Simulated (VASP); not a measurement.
```yaml
crystal:
  lattice:
    - [5.27053, 2.62891, 2.62891]
    - [2.62891, 5.27053, 2.62891]
    - [2.62891, 2.62891, 5.27053]
  atoms:
    - { symbol: Mn, position: [0.00000, 0.00000, 0.00000], spin: 4.1 }
    - { symbol: Mn, position: [0.50000, 0.50000, 0.50000], spin: -4.1 }
    - { symbol: S, position: [0.25000, 0.25000, 0.25000] }
    - { symbol: S, position: [0.75000, 0.75000, 0.75000] }
```

Method: PBE GGA, VASP's PBE PAW potentials (set 64) (plane waves; VASP 6.6.1). Run with 480 eV cut-off, 8×8×8 Γ-centred mesh, Gaussian smearing of 0.050 eV, potentials Mn_pv S.

Task: Give the stress tensor in GPa (positive for a compressed cell).

Result: 
```
-5.65  -0.11  -0.11
-0.11  -5.65  -0.11
-0.11  -0.11  -5.65
```
The pressure is its mean diagonal, -5.65 GPa.

The compound is MnS in the rock salt, AFM-II order structure. This cell was strained or had an atom moved on purpose.
